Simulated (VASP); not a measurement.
Here is the system:

```xyz
3
Lattice="4.6014 0.0000 0.0000 -2.3007 3.9849 0.0000 0.0000 0.0000 5.9001" Properties=species:S:1:pos:R:3 pbc="T T T"
Te     1.1812     0.0000     1.9667
Te    -0.5906     1.0229     3.9334
Te     1.7101     2.9620     0.0000
```

All values below come from G0W0 on PBE orbitals, VASP's PBE PAW potentials (set 64) (plane waves; VASP). Numerical set-up: PREC = Normal, 350 eV cut-off, 4×4×3 Γ-centred mesh, Gaussian smearing of 0.010 eV, potentials Te_GW.

The mesh is coarse and the basis finite, so the quasiparticle values are not converged.

Question: The job: Te (space group P3_121), 3 atoms, G0W0@PBE, GW step (132 bands), 350 eV, 4×4×3 Γ-centred mesh. Roughly how much core time does it take on a busy server core?

Answer: About 10 core-minutes (one run on a shared machine, a rough figure). It had 9 irreducible k-points, 132 bands, up to 1613 plane waves and 0 electronic steps.

The structure comes from a computed database's Te entry (P3_121); how it stands against other phases isn't given here. The cell was not relaxed at this level.
